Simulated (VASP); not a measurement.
Output of a VASP run:

OSZICAR:
```
       N       E                     dE             d eps       ncg     rms          rms(c)
DAV:   1     0.344032713168E+03    0.34403E+03   -0.14331E+04   648   0.170E+03
DAV:   2     0.347031857770E+02   -0.30933E+03   -0.30000E+03   597   0.652E+02
DAV:   3    -0.298236548395E+01   -0.37686E+02   -0.36977E+02   757   0.214E+02
DAV:   4    -0.502145180781E+01   -0.20391E+01   -0.20378E+01   759   0.557E+01
DAV:   5    -0.506521513661E+01   -0.43763E-01   -0.43755E-01   848   0.844E+00    0.218E+01
DAV:   6    -0.484449446544E+01    0.22072E+00   -0.65431E-01   853   0.163E+01    0.149E+01
DAV:   7    -0.483848079723E+01    0.60137E-02   -0.33293E-01   839   0.604E+00    0.169E+00
DAV:   8    -0.483085665806E+01    0.76241E-02   -0.33781E-02   850   0.186E+00    0.309E-01
DAV:   9    -0.482995154790E+01    0.90511E-03   -0.70388E-03   791   0.948E-01    0.686E-02
DAV:  10    -0.483003847655E+01   -0.86929E-04   -0.38987E-04   757   0.235E-01    0.441E-02
DAV:  11    -0.483005141816E+01   -0.12942E-04   -0.40368E-05   775   0.766E-02    0.480E-03
DAV:  12    -0.483005429210E+01   -0.28739E-05   -0.92595E-06   731   0.308E-02    0.160E-02
DAV:  13    -0.483005411642E+01    0.17569E-06   -0.22092E-06   864   0.289E-02    0.235E-03
DAV:  14    -0.483005411677E+01   -0.34743E-09   -0.11668E-07   741   0.328E-03    0.110E-03
DAV:  15    -0.483005414799E+01   -0.31223E-07   -0.13200E-08   561   0.160E-03    0.137E-04
DAV:  16    -0.483005415817E+01   -0.10185E-07   -0.16100E-09   359   0.457E-04    0.499E-05
DAV:  17    -0.483005415842E+01   -0.24920E-09   -0.57520E-10   371   0.556E-04
   1 F= -.48300542E+01 E0= -.48300542E+01  d E =-.367512E-69
```

**OUTCAR**
```
------------------------ aborting loop because EDIFF is reached ----------------------------------------
  FORCE on cell =-STRESS in cart. coord.  units (eV):
  Direction    XX          YY          ZZ          XY          YZ          ZX
  --------------------------------------------------------------------------------------
  Total        0.6664962      0.6664962      0.6664962      0.0000000      0.0000000     -0.0000000
  in kB       15.6979596     15.6979596     15.6979596      0.0000000      0.0000000     -0.0000000
  external PRESSURE =      15.6979596 kB  Pullay stress =       0.0000000 kB
  volume of cell :       68.02
      direct lattice vectors                 reciprocal lattice vectors
     0.000000000  3.240000000  3.240000000    -0.154320988  0.154320988  0.154320988
     3.240000000  0.000000000  3.240000000     0.154320988 -0.154320988  0.154320988
     3.240000000  3.240000000  0.000000000     0.154320988  0.154320988 -0.154320988
  FREE ENERGIE OF THE ION-ELECTRON SYSTEM (eV)
  ---------------------------------------------------
  free  energy   TOTEN  =        -4.8300541584 eV

  energy  without entropy=       -4.8300541584  energy(sigma->0) =       -4.83005416
```
(Selected blocks of OUTCAR.)

**POSCAR**
```
CdTe
1
    0.0000000000     3.2400000000     3.2400000000
    3.2400000000     0.0000000000     3.2400000000
    3.2400000000     3.2400000000     0.0000000000
Cd Te
1 1
Direct
  0.0000000000   0.0000000000   0.0000000000
  0.2500000000   0.2500000000   0.2500000000
```

Question: Write an INCAR and KPOINTS that could have produced this output.

Answer: This is not unique; one that fits is the input of the run itself, PBE GGA, plane waves, VASP's PBE PAW potentials (set 64).

### KPOINTS
```
Automatic mesh
0
Gamma
6 6 6
0 0 0
```

**INCAR**
```
SYSTEM = CdTe
PREC = Normal
ENCUT = 500
EDIFF = 1E-8
NELM = 100
ALGO = Normal
LREAL = .FALSE.
LASPH = .TRUE.
ISMEAR = 0
SIGMA = 0.01
GGA = PE
LWAVE = .TRUE.
LCHARG = .FALSE.
```

POTCAR, in this order: Cd_sv_GW Te_GW (PBE.64 set). Program: vasp_std.

The compound is CdTe in the zinc blende structure. The cell was not relaxed at this level.
